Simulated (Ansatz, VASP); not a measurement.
This is a calculation of SiF for Ansatz 0.2.0.

Contents of input.yaml:

```yaml
crystal:
  lattice:
    - [3.0286, 0.0, 0.0]
    - [0.0, 3.0286, 0.0]
    - [0.0, 0.0, 3.0286]
  atoms:
    - { symbol: Si, position: [0.5, 0.5, 0.5] }
    - { symbol: F, position: [0.0, 0.0, 0.0] }
hamiltonian:
  xc: { exchange: pbe, correlation: pbe, exx: { coeff: 0.25, omega: 0.4 } }
  pseudopotentials: { kind: paw }
kpoints:
  mp_grid: { grid: [5, 5, 5] }
scf:
  occupations: { method: fermi_dirac, width: 0.05 }
output:
  forces: true
  stress: true
  eigenvalues: true
```

Potentials or basis: Ansatz PAW.

Launch:

```bash
$ ansatz run input.yaml --threads 2 --pin off --max-ram 5632MiB --backend cpu --events-out ev --progress --plain --runs-dir out
```

Set up the same calculation for VASP 6.6.1. Potentials there: VASP PAW PBE potentials, release 64 (Si, F).

As run (the cutoff follows the program's own potentials):

POSCAR

```
SiF
1.0
    3.0286000000      0.0000000000      0.0000000000
    0.0000000000      3.0286000000      0.0000000000
    0.0000000000      0.0000000000      3.0286000000
Si F
1 1
Direct
    0.5000000000      0.5000000000      0.5000000000
    0.0000000000      0.0000000000      0.0000000000
```

The input INCAR.step1:

```
SYSTEM = SiF
PREC = Accurate ; ENCUT = 520
EDIFF = 1E-5 ; ISMEAR = -1
SIGMA = 0.05 ; LREAL = .False.
LASPH = .True. ; NELM = 100
ALGO = Normal ; ISIF = 2
LWAVE = .True. ; LCHARG = .False.
NBANDS = 12 ; GGA = PE
```

The input INCAR.step2:

```
SYSTEM = SiF
PREC = Accurate ; ENCUT = 520
EDIFF = 1E-7 ; ISMEAR = -1
SIGMA = 0.05 ; LREAL = .False.
LASPH = .True. ; NELM = 100
ALGO = Normal ; ISIF = 2
LWAVE = .False. ; LCHARG = .False.
GGA = PE ; LHFCALC = .True.
HFSCREEN = 0.4 ; AEXX = 0.25
PRECFOCK = Fast ; NBANDS = 12
ISTART = 1
```

The input KPOINTS:

```
regular mesh
0
Gamma
  5 5 5
  0 0 0
```

Potentials or basis: VASP PAW PBE potentials, release 64 (Si, F).

Launch:

```console
$ cat potpaw_PBE.64/Si/POTCAR potpaw_PBE.64/F/POTCAR > POTCAR
$ cp INCAR.step1 INCAR
$ mpirun -np 1 vasp_std > vasp.out
$ cp INCAR.step2 INCAR
$ mpirun -np 1 vasp_std > vasp.out
```

Both were run:

|  | VASP | Ansatz | Ansatz less VASP |
| --- | --- | --- | --- |
| gap on the k mesh at the Fermi level (eV) | none | none | - |
| pressure (GPa) | -1.5 | -1.3 | +0.20 |

A gap of «none» marks a metal or a gap that the smearing closes.

Caveats: the k mesh is coarse (spacing up to 0.41 Å⁻¹), so the values aren't converged, least of all with exact exchange; an odd number of electrons without spin polarisation forces a metal; a magnetic or distorted state may lie lower; the PAW data sets were made with another functional, which shifts forces and pressure a little (VASP); the PAW data sets come from PBE, with cores solved anew for the run's functional, which leaves a small shift of forces and pressure (Ansatz); the thresholds are loose for stress (Ansatz).
